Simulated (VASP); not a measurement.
Given:

```xyz
3
Lattice="0.0000 4.1414 4.1414 4.1414 0.0000 4.1414 4.1414 4.1414 0.0000" Properties=species:S:1:pos:R:3 pbc="T T T"
Rb     2.0707     2.0707     2.0707
Rb     6.2120     6.2120     6.2120
Te     0.0000     0.0000     0.0000
```

These are LDA (Ceperley-Alder, Perdew-Zunger), VASP's LDA PAW potentials (set 64) (plane waves; VASP) values and carry that method's errors. Run with 400 eV cut-off, 4×4×4 Γ-centred mesh, Gaussian smearing of 0.050 eV, potentials Rb_sv Te.

Unless said otherwise, spin-orbit coupling is left out, though it shifts the bands of the heavy elements here.

Question: Predict the energy per atom (σ→0), band gap (on the k-mesh) with the smallest direct gap where there is one.

Answer: 
```
Item                                         Result
-----------------------------------  --------------
band gap (on the k-mesh)                    1.81 eV
smallest direct gap (on the k-mesh)         2.12 eV
energy per atom (σ→0)                -2.993 eV/atom
```

The structure comes from a computed database's Rb2Te entry (Fm-3m); how it stands against other phases isn't given here. It was relaxed first, which changed the volume by -9 %. The start is the result of an earlier pass.
